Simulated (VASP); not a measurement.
# C₂H₄IF: harmonic vibrations of a molecule

C₂H₄IF, molecule in box, 8 atoms in the cell. PBE, harmonic vibrations; PAW potentials C, F, I, H (PBE set).

## Input

INCAR.step1:
```
SYSTEM = H4C2IF
PREC     = Accurate       ! precision mode
ENCUT    = 400            ! plane-wave cutoff, eV
EDIFF    = 1E-8           ! SCF threshold, eV
ISMEAR   = 0              ! smearing method
SIGMA    = 0.01           ! smearing width, eV
ISYM     = 0            
LREAL    = .False.        ! projectors in reciprocal space
LASPH    = .True.         ! aspherical terms in the spheres
NELM     = 100            ! most SCF steps
ALGO     = Normal         ! electronic algorithm
LWAVE    = .False.        ! write WAVECAR
LCHARG   = .False.        ! write CHGCAR
IBRION   = 2              ! ionic algorithm
NSW      = 60             ! ionic steps
ISIF     = 2              ! what is computed and relaxed
EDIFFG   = -0.002         ! ionic threshold
POTIM    = 0.5            ! step
```

INCAR.step2, as INCAR.step1 but for:
```
- IBRION = 2
- NSW = 60
- ISIF = 2
- EDIFFG = -0.002
- POTIM = 0.5
+ IBRION = 5
+ NFREE = 2
+ POTIM = 0.015
+ NSW = 1
```

KPOINTS:
```
k-points
0
Gamma
  1 1 1
```

POSCAR.step1:
```
H4C2IF
1.0
   13.0000000000      0.0000000000      0.0000000000
    0.0000000000     12.0000000000      0.0000000000
    0.0000000000      0.0000000000     12.0000000000
C F I H
2 1 1 4
Direct
    0.5518923100      0.5686791700      0.5012583300
    0.5255692300      0.4472625000      0.5056666700
    0.5936615400      0.3868458300      0.4442500000
    0.3721307700      0.4163458300      0.4425750000
    0.5488153800      0.5994708300      0.4158500000
    0.4984538500      0.6166541700      0.5522000000
    0.6298692300      0.5801708300      0.5336000000
    0.5239692300      0.4131708300      0.5898166700
```

Commands (each step's output is kept before the next begins):
```
cat potpaw_PBE.64/C/POTCAR potpaw_PBE.64/F/POTCAR potpaw_PBE.64/I/POTCAR potpaw_PBE.64/H/POTCAR > POTCAR
cp INCAR.step1 INCAR
cp POSCAR.step1 POSCAR
mpirun -np 4 vasp_gam > vasp.out
cp CONTCAR POSCAR
cp INCAR.step2 INCAR
mpirun -np 4 vasp_gam > vasp.out
```

## Result

- Vibrations (cm⁻¹; a negative value is imaginary): 3081, 3055, 3041, 2977, 1434, 1424, 1358, 1308, 1188, 1086, 1071, 963, 868, 526, 434, 255, 246, 236
- Zero-point energy (eV): 1.522
- Translations and rotations, which should read zero (cm⁻¹): -25, -12, -2, 3, 7, 18
- Vibrational entropy at 298 K (meV/K): 0.314
- Displaced cells: 48
- Ionic steps, all stages: 79
- Electronic steps, all stages: 1293

VASP 6.6.1 took 2167 s on 4 cores (AMD EPYC 7R43 (Zen 3)), a shared host.
